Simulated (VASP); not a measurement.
# K2Se (space group Fm-3m): computed properties

All values below come from LDA (Ceperley-Alder, Perdew-Zunger), VASP's LDA PAW potentials (set 64) (plane waves; VASP 6.6.1).

```json
{
 "space_group": "Fm-3m (225)",
 "cell": "a = b = c = 7.4688 Å, α = β = γ = 90.00°",
 "volume_per_atom": "34.72 Å³/atom",
 "band gap (over mesh and band path)": "2.07 eV",
 "smallest direct gap (over mesh and band path)": "2.29 eV",
 "hill_bulk_modulus": "20.4 GPa",
 "hill_shear_modulus": "9.3 GPa",
 "Poisson's ratio": "0.301",
 "band_edge_character": "indirect, X to Γ",
 "density": "2.51 g/cm³",
 "optical Γ-point spectrum": "128 (×3), 134 (×3) cm⁻¹",
 "C11": "34.0 GPa",
 "C12": "13.6 GPa",
 "C44": "8.8 GPa"
}
```

```cif
data_K8Se4
_chemical_formula_sum 'K8 Se4'
_space_group_name_H-M_alt 'Fm-3m'
_space_group_IT_number 225
_space_group_name_Hall '-F 4 2 3'
_cell_length_a 7.46882
_cell_length_b 7.46882
_cell_length_c 7.46882
_cell_angle_alpha 90.000
_cell_angle_beta 90.000
_cell_angle_gamma 90.000
loop_
_atom_site_label
_atom_site_type_symbol
_atom_site_symmetry_multiplicity
_atom_site_Wyckoff_symbol
_atom_site_fract_x
_atom_site_fract_y
_atom_site_fract_z
_atom_site_occupancy
K1 K 8 c 0.25000 0.25000 0.25000 1
Se1 Se 4 a 0.00000 0.00000 0.00000 1
```
(The calculation used a cell of 3 atoms; values per cell refer to that cell.)

The structure comes from a computed database's K2Se entry (Fm-3m); how it stands against other phases isn't given here. It was relaxed first, which changed the volume by -8 %. Symmetry was kept, so distortions that lower it aren't found.
